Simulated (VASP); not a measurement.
Here is the system:

```
CELL_PARAMETERS angstrom
      0.00000     2.47767     2.47767
      2.47767     0.00000     2.47767
      2.47767     2.47767     0.00000
ATOMIC_POSITIONS crystal
  Eu 0.00000 0.00000 0.00000
  O  0.50000 0.50000 0.50000
```

The numbers are results of AM05 GGA, VASP's PBE PAW potentials (set 64) (plane waves; VASP 6.6.1), not measurements. Numerical set-up: 520 eV cut-off, 9×9×9 Γ-centred mesh, Gaussian smearing of 0.050 eV, potentials Eu_2 O.

The 4f electrons are frozen in the core of the lanthanide potential, so 4f levels, which can set the real gap, and their magnetism are missing.

### Question
The job: EuO (rock salt), 2 atoms, AM05, static run, 520 eV, 9×9×9 Γ-centred mesh. Roughly how much core time does it take on a busy server core?

### Answer
About 10 core-seconds (one run on a shared machine, a rough figure). It had 35 irreducible k-points, 11 bands, up to 869 plane waves and 14 electronic steps.

The compound is EuO in the rock salt structure. This cell is one point of a volume scan, at 1.03 of the reference volume.
